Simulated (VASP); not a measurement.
Output of a VASP run:

### OUTCAR
```
 ion  position               nearest neighbor table
   1  0.500  0.500  0.500-   2 2.66   2 2.66   2 2.66   2 2.66   2 2.66   2 2.66   2 2.66   2 2.66
  LATTYP: Found a simple cubic cell.
 ALAT       =     3.0754182964
 Subroutine PRICEL returns:
 Original cell was already a primitive cell.
 Subroutine GETGRP returns: Found 48 space group operations
The static configuration has the point symmetry O_h .
The dynamic configuration has the point symmetry O_h .
 Subroutine INISYM returns: Found 48 space group operations
 Subroutine IBZKPT returns following result:
 Found     84 irreducible k-points:

 Following reciprocal coordinates:
            Coordinates               Weight
  0.000000  0.000000  0.000000      1.000000
  0.083333  0.000000  0.000000      6.000000
  0.166667  0.000000  0.000000      6.000000
  0.250000  0.000000  0.000000      6.000000
  0.333333  0.000000  0.000000      6.000000
  0.416667  0.000000  0.000000      6.000000
  0.500000  0.000000  0.000000      3.000000
  0.083333  0.083333  0.000000     12.000000
  0.166667  0.083333  0.000000     24.000000
  0.250000  0.083333  0.000000     24.000000
  0.333333  0.083333  0.000000     24.000000
  0.416667  0.083333  0.000000     24.000000
  0.500000  0.083333  0.000000     12.000000
  0.166667  0.166667  0.000000     12.000000
  0.250000  0.166667  0.000000     24.000000
  0.333333  0.166667  0.000000     24.000000
  0.416667  0.166667  0.000000     24.000000
  0.500000  0.166667  0.000000     12.000000
  0.250000  0.250000  0.000000     12.000000
  0.333333  0.250000  0.000000     24.000000
  0.416667  0.250000  0.000000     24.000000
  0.500000  0.250000  0.000000     12.000000
  0.333333  0.333333  0.000000     12.000000
  0.416667  0.333333  0.000000     24.000000
  0.500000  0.333333  0.000000     12.000000
  0.416667  0.416667  0.000000     12.000000
  0.500000  0.416667  0.000000     12.000000
  0.500000  0.500000  0.000000      3.000000
  0.083333  0.083333  0.083333      8.000000
  0.166667  0.083333  0.083333     24.000000
  0.250000  0.083333  0.083333     24.000000
  0.333333  0.083333  0.083333     24.000000
  0.416667  0.083333  0.083333     24.000000
  0.500000  0.083333  0.083333     12.000000
  0.166667  0.166667  0.083333     24.000000
  0.250000  0.166667  0.083333     48.000000
  0.333333  0.166667  0.083333     48.000000
  0.416667  0.166667  0.083333     48.000000
  0.500000  0.166667  0.083333     24.000000
  0.250000  0.250000  0.083333     24.000000
   k-points           NKPTS =     84   k-points in BZ     NKDIM =     84   number of bands    NBANDS=     15
   number of dos      NEDOS =    301   number of ions     NIONS =      2
   total plane-waves  NPLWV =  13824
   dimension x,y,z NGX =    24 NGY =   24 NGZ =   24
   dimension x,y,z NGXF=    48 NGYF=   48 NGZF=   48
   ions per type =               1   1
   PREC   = accura    normal or accurate (medium, high low for compatibility)
   ISTART =      0    job   : 0-new  1-cont  2-samecut
   ICHARG =      2    charge: 1-file 2-atom 10-const
   ISPIN  =      1    spin polarized calculation?
   LNONCOLLINEAR =      F non collinear calculations
   LSORBIT =      F    spin-orbit coupling
   INIWAV =      1    electr: 0-lowe 1-rand  2-diag
   ENCUT  =  500.0 eV  36.75 Ry    6.06 a.u.   5.61  5.61  5.61*2*pi/ulx,y,z
   NELM   =    100;   NELMIN=  2; NELMDL= -5     # of ELM steps
   EDIFF  = 0.1E-05   stopping-criterion for ELM
   LREAL  =      F    real-space projection
   NLSPLINE    = F    spline interpolate recip. space projectors
   LMAXMIX     =    4 max onsite mixed and CHGCAR
   VOSKOWN=      0    Vosko Wilk Nusair interpolation
   EDIFFG = -.2E-01   stopping-criterion for IOM
   NSW    =     40    number of steps for IOM
   NBLOCK =      1;   KBLOCK =     40    inner block; outer block
   IBRION =      2    ionic relax: 0-MD 1-quasi-New 2-CG
   NFREE  =      1    steps in history (QN), initial steepest desc. (CG)
...
```

**OSZICAR**
```
       N       E                     dE             d eps       ncg     rms          rms(c)
DAV:   1     0.158076957931E+03    0.15808E+03   -0.11319E+04  2602   0.205E+03
DAV:   2    -0.374940227178E+01   -0.16183E+03   -0.15779E+03  2611   0.415E+02
DAV:   3    -0.106597157853E+02   -0.69103E+01   -0.68894E+01  3059   0.928E+01
DAV:   4    -0.107821132457E+02   -0.12240E+00   -0.12238E+00  3068   0.113E+01
DAV:   5    -0.107878552530E+02   -0.57420E-02   -0.57419E-02  3743   0.226E+00    0.110E+01
DAV:   6    -0.105301986166E+02    0.25766E+00   -0.51711E-01  3045   0.115E+01    0.526E+00
DAV:   7    -0.104637146186E+02    0.66484E-01   -0.82410E-02  3359   0.728E+00    0.190E+00
DAV:   8    -0.104538151461E+02    0.98995E-02   -0.16108E-02  2940   0.138E+00    0.531E-01
DAV:   9    -0.104525272861E+02    0.12879E-02   -0.22862E-03  3311   0.968E-01    0.966E-02
DAV:  10    -0.104525034270E+02    0.23859E-04   -0.68235E-05  3418   0.191E-01    0.548E-02
DAV:  11    -0.104525034175E+02    0.95629E-08   -0.39728E-06  3044   0.236E-02
   1 F= -.50059314E+01 E0= -.50059417E+01  d E =-.500593E+01
```

OUTCAR:
```
------------------------ aborting loop because EDIFF is reached ----------------------------------------
  FORCE on cell =-STRESS in cart. coord.  units (eV):
  Direction    XX          YY          ZZ          XY          YZ          ZX
  --------------------------------------------------------------------------------------
  Total        5.4240304      5.4240304      5.4240304     -0.0000000     -0.0000000      0.0000000
  in kB      298.7583915    298.7583915    298.7583915     -0.0000000     -0.0000000      0.0000000
  external PRESSURE =      -1.2416085 kB  Pullay stress =     300.0000000 kB
  volume of cell :       29.09
      direct lattice vectors                 reciprocal lattice vectors
     3.075418296  0.000000000  0.000000000     0.325159020  0.000000000  0.000000000
     0.000000000  3.075418296  0.000000000     0.000000000  0.325159020  0.000000000
     0.000000000  0.000000000  3.075418296     0.000000000  0.000000000  0.325159020
 POSITION                                       TOTAL-FORCE (eV/Angst)
 -----------------------------------------------------------------------------------
      1.53771      1.53771      1.53771         0.000000      0.000000      0.000000
      0.00000      0.00000      0.00000         0.000000      0.000000      0.000000
 -----------------------------------------------------------------------------------
    total drift:                                0.000000      0.000000     -0.000000
  FREE ENERGIE OF THE ION-ELECTRON SYSTEM (eV)
  ---------------------------------------------------
  free  energy   TOTEN  =       -10.4525034175 eV

  energy  without entropy=      -10.4525345379  energy(sigma->0) =      -10.45251379
  enthalpy is  TOTEN    =        -5.0059313609 eV   P V=        5.4465720566

 reached required accuracy - stopping structural energy minimisation
```
(Selected blocks of OUTCAR.)

**POSCAR**
```
PdIn
1
    3.0754182964    -0.0000000000    -0.0000000000
    0.0000000000     3.0754182964    -0.0000000000
    0.0000000000     0.0000000000     3.0754182964
In Pd
1 1
Direct
  0.5000000000   0.5000000000   0.5000000000
  0.0000000000   0.0000000000   0.0000000000
```

**Question.** Reconstruct the remaining input files.

**Answer.** Several could match; the one computed here: the input of the run itself, LDA (Ceperley-Alder, Perdew-Zunger), plane waves, VASP's LDA PAW potentials (set 64).

**KPOINTS**
```
kpoints
0
G
 12 12 12
```

INCAR:
```
SYSTEM = PdIn
PREC = Accurate; ENCUT = 500; LREAL = .FALSE.
LASPH = .TRUE.
EDIFF = 1E-6; NELM = 100; ALGO = Normal
LMAXMIX = 4
ISMEAR = 1; SIGMA = 0.1
IBRION = 2; NSW = 40; ISIF = 3
EDIFFG = -0.02; PSTRESS = 300
LWAVE = .FALSE.; LCHARG = .FALSE.
```

POTCAR, in this order: In_d Pd (LDA.64 set). Program: vasp_std.

The compound is PdIn in the CsCl type structure. It was relaxed first under an external pressure of 30 GPa. The electron count is odd and the run is not spin-polarised, which forces a metal.
